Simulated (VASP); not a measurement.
A run of VASP 6.6.1 is set up as follows.

File INCAR:

```
SYSTEM = ScRu
PREC = Accurate
ENCUT = 520
EDIFF = 1E-6
ISMEAR = 0
SIGMA = 0.1
LREAL = .FALSE.
LASPH = .TRUE.
NELM = 100
ALGO = Normal
ISIF = 2
LWAVE = .FALSE.
LCHARG = .FALSE.
GGA = PE
NBANDS = 33
```

Contents of KPOINTS:

```
Automatic mesh
0
G
  4 3 4
  0 0 0
```

Contents of POSCAR:

```
ScRu
1.0
    4.0689160000      0.1770240000     -0.3013380000
    0.1544290000      4.7791790000     -0.3077390000
    0.6621370000      0.9870330000      3.6103560000
Sc Ru
2 2
Direct
    0.4510447947      0.7630355596      0.5369746741
    0.3004692799      0.2030467799      0.9308744691
    0.7752063154      0.2667677985      0.3686652996
    0.9179440402      0.8164253045      0.9711450416
```

Potentials or basis: VASP PAW PBE potentials, release 64 (Sc_sv, Ru_pv).

The run is started by

```bash
$ cat potpaw_PBE.64/Sc_sv/POTCAR potpaw_PBE.64/Ru_pv/POTCAR > POTCAR
$ mpirun -np 1 vasp_std > vasp.out
```

Q: What does it give for the band gap on the k mesh?

A: None (metal or under the smearing width).

Q: Estimate the largest force.

A: 1.537 eV/Å.

Q: What does it give for the pressure?

A: 0.9 GPa.

Stress tensor (GPa, compression positive):
```
-3.92  0.83 -3.62
 0.83  5.81 -2.67
-3.62 -2.67  0.66
```

Caveat: the k mesh is coarse (spacing up to 0.45 Å⁻¹), so the values aren't converged.
